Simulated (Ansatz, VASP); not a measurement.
# GePt (zincblende type (invented)) in two plane-wave programs, part 2 of 2

Aim: how closely do two programs agree when they are given the same cell, functional and k mesh? The cell is generated by rule, not measured, and may not be a known phase. Of the first pair: The two relaxations start from unlike cells of this crystal (the structure described is Ansatz's start), so only their ends are compared.

VASP 6.6.1 and Ansatz 0.2.0.

So far: Set-up; VASP: relaxation of cell and atoms, LDA, pair 1; Ansatz: relaxation of cell and atoms, LDA, pair 1; Differences.

### 5. VASP: relaxation of cell and atoms, LDA, pair 2

Level of this step: LDA; plane waves and PAW (Pt, Ge_d); invented cell (VASP).

The relaxed volume is the usual yardstick between codes: in a stiff, nearly cubic crystal its relative difference is about their pressure difference at one cell divided by the bulk modulus. Its start cell is another than that of the pair before, and may be another structure of the material.

File INCAR:

```
SYSTEM = GePt
PREC = Accurate
ENCUT = 500
EDIFF = 1E-07
NELM = 120
ISMEAR = 0
SIGMA = 0.1
LREAL = .FALSE.
ALGO = Normal
GGA = CA
NBANDS = 18
LASPH = .TRUE.
LORBIT = 11
LWAVE = .FALSE.
LCHARG = .FALSE.
ISIF = 3
IBRION = 2
NSW = 80
EDIFFG = -0.005
GGA_COMPAT = .FALSE.
NELMIN = 4
```

File POSCAR:

```
GePt
1.0
    0.0000000000      2.7513650000      2.7513650000
    2.7513650000      0.0000000000      2.7513650000
    2.7513650000      2.7513650000      0.0000000000
Pt Ge
1 1
Direct
    0.0000000000      0.0000000000      0.0000000000
    0.7500000909      0.7500000909      0.7500000909
```

File KPOINTS:

```
Automatic mesh
0
Gamma
14 14 14
0 0 0
```

Potentials, in the order of the species: Pt and Ge_d (LDA family, release 64).

Started as:

```sh
> mpirun -np 1 vasp_std
```

Numbers of over 12 decimals in the logs are rounded to 6 here.

Log:

```text
[... set-up lines as in an earlier step ...]
 entering main loop
       N       E                     dE             d eps       ncg     rms          rms(c)
DAV:   1     0.170088980703E+03    0.17009E+03   -0.11976E+04  4162   0.292E+03
DAV:   2     0.568681387163E+01   -0.16440E+03   -0.15746E+03  3862   0.562E+02
DAV:   3    -0.128781115845E+02   -0.18565E+02   -0.18372E+02  4138   0.120E+02
DAV:   4    -0.133578534151E+02   -0.47974E+00   -0.47931E+00  4330   0.192E+01
[...]
DAV:  11    -0.129214727842E+02    0.99316E-07   -0.11073E-05  3902   0.301E-02    0.657E-03
DAV:  12    -0.129214728901E+02   -0.10585E-06   -0.88518E-07  4738   0.163E-02    0.237E-03
DAV:  13    -0.129214728786E+02    0.11459E-07   -0.41484E-08  2252   0.177E-03
   1 F= -.12921473E+02 E0= -.12919650E+02  d E =-.129215E+02
[...]
N       E                     dE             d eps       ncg     rms          rms(c)
DAV:   1    -0.129551308245E+02   -0.33658E-01   -0.49332E-01  4730   0.109E+01    0.113E+00
[...]
DAV:   8    -0.129212067239E+02    0.13681E-07   -0.76094E-08  2204   0.424E-03
   2 F= -.12921207E+02 E0= -.12919344E+02  d E =0.266155E-03
 trial-energy change:    0.000266  1 .order    0.000291   -0.001635    0.002217
 step:   0.4340(harm=  0.4244)  dis= 0.00000  next Energy=   -12.921830 (dE=-0.357E-03)
[...]
N       E                     dE             d eps       ncg     rms          rms(c)
DAV:   1    -0.129327287829E+02   -0.11522E-01   -0.15664E-01  4720   0.598E+00    0.648E-01
DAV:   2    -0.129237022920E+02    0.90265E-02   -0.32675E-02  4246   0.179E+00    0.250E-01
DAV:   3    -0.129223846517E+02    0.13176E-02   -0.19779E-03  4950   0.738E-01    0.137E-01
DAV:   4    -0.129218634049E+02    0.52125E-03   -0.67129E-04  4272   0.379E-01    0.444E-02
DAV:   5    -0.129218328387E+02    0.30566E-04   -0.12674E-04  4796   0.217E-01    0.819E-03
DAV:   6    -0.129218291974E+02    0.36413E-05   -0.12076E-05  4800   0.691E-02    0.569E-03
DAV:   7    -0.129218290272E+02    0.17023E-06   -0.75468E-07  4746   0.869E-03    0.951E-04
DAV:   8    -0.129218290234E+02    0.37512E-08   -0.24564E-08  2048   0.232E-03
   3 F= -.12921829E+02 E0= -.12919989E+02  d E =-.356145E-03
[...]
reached required accuracy - stopping structural energy minimisation
```

Parts of OUTCAR (step 5):

```text
  Total        0.0005373      0.0005373      0.0005373     -0.0000000      0.0000000      0.0000000
  in kB        0.0205684      0.0205684      0.0205684     -0.0000000      0.0000000      0.0000000
  external PRESSURE =       0.0205684 kB  Pullay stress =       0.0000000 kB

 POSITION                                       TOTAL-FORCE (eV/Angst)
 -----------------------------------------------------------------------------------
      0.00000      0.00000      0.00000        -0.000000     -0.000000     -0.000000
      4.13354      4.13354      4.13354         0.000000      0.000000      0.000000
 -----------------------------------------------------------------------------------
    total drift:                               -0.000277     -0.000277     -0.000278

  FREE ENERGIE OF THE ION-ELECTRON SYSTEM (eV)
  ---------------------------------------------------
  free  energy   TOTEN  =       -12.9218290234 eV

  energy  without entropy=      -12.9181496263  energy(sigma->0) =      -12.91998932

[... 1 part as in an earlier step ...]

[... 3 further parts left out ...]
[key lines of the parts left out:]
E-fermi :   5.8691
```

### 6. Ansatz: relaxation of cell and atoms, LDA, pair 2

The same cell, functional (in two slightly different forms), mesh and smearing now go to Ansatz, which takes its cutoff from its data sets.

The cell is taken from a series of runs on this material, whose earlier steps may have relaxed, scaled, displaced or heated it; both programs get it as it stands.

File input.yaml:

```yaml
crystal:
  lattice:
    - [0.0, 2.7513652517, 2.7513652517]
    - [2.7513652517, 0.0, 2.7513652517]
    - [2.7513652517, 2.7513652517, 0.0]
  atoms:
    - { symbol: Pt, position: [0.0, 0.0, 0.0] }
    - { symbol: Ge, position: [0.75, 0.75, 0.75] }
kpoints:
  mp_grid: { grid: [14, 14, 14] }
hamiltonian:
  xc: lda
scf:
  occupations: { method: gaussian, width: 0.1 }
output:
  forces: true
  stress: true
  eigenvalues: true
  write_density: true
  write_potential: true
  elf: true
  volumetric_format: npy
relax:
  adjacent_minimum: "off"
  f_tol: 0.005
  max_steps: 80
  cell: { stress_tol: 0.05 }
```

Started as:

```sh
> ansatz run input.yaml --threads 2 --pin off --max-ram 5120MiB --backend cpu --events-out ev --progress --plain --runs-dir out
```

Log:

```text
[...]
Crystal: 2 atoms, lattice volume = 41.656 Å³
Basis set: ecut = 420 eV, 869 PW (Γ)
Bands: 20, of which v1, the nominal top of the filled ones, is band 16 counted from 1 (15 counted from 0)
Symmetry: 24 space group operations
[...]
k-points: 104 of 2744 (time reversal used)
[...]
k-point 103: bands = [... 12 lower, 8.2399, 8.9953, 9.5896, 10.5202, 11.1393, 12.8601, 20.4838, 20.8914]
--- Relaxed structure (1 steps of the walk, 1 accepted, 1 SCFs on fresh bases) ---
[...]
cell:  # Å, volume = 41.6557 Å³
    - [0.0, 2.7513652517, 2.7513652517]
    - [2.7513652517, 0.0, 2.7513652517]
    - [2.7513652517, 2.7513652517, 0.0]
  atoms:
    - { symbol: Pt, position: [0.0, 0.0, 0.0] }
    - { symbol: Ge, position: [0.750000, 0.750000, 0.750000] }
[key lines of the parts left out:]
SCF converged after 6 iterations
Free energy (F): -16460.949045 eV
Fermi energy:    12.139582 eV
P = ⅓ Tr σ = 0.0330 GPa (0.330 kbar)
```

### 7. Side by side

What differs besides the data sets and the points named for the pairs above, as far as they apply: the data sets hold 32 valence electrons in Ansatz (on its default PAW (the set named soft_2) files) and 24 in VASP. Total energies have different zeros and are not compared.

The two programs side by side:

```tsv
quantity	Ansatz	VASP	difference
volume (Å³)	41.66	41.85	-0.47 %
edge a after relaxation, in the typed setting (Å)	3.891	3.897	-0.16 %
```

### 8. Summary of results

* difference in volume (relaxation of cell and atoms, LDA, pair 1): -0.42 %
* difference in volume (relaxation of cell and atoms, LDA, pair 2): -0.47 %

In words: The difference in volume is -0.47 % (relaxation of cell and atoms, LDA, pair 2), within the 1.2 % picked in this series as the mark of a large difference, as far as the stopping tolerances let one tell. The data sets hold unlike numbers of valence electrons (32 in Ansatz and 24 in VASP), so part of the differences comes from the potentials. How closely two codes agree says nothing of how well the functional describes the real material.

[Lines on the potential files, build, host, timing and source positions are cut from VASP's logs without a mark.]

[Logs are printed without paths, hosts, clocks, repeated set-up lines and the standing remarks that a program may print on its own settings, such as how far it seeks lower states.]

[Hosts, paths, dates, database ids (printed as entryN), source tags and the programs' standing remarks are cut or masked in the printed files.]
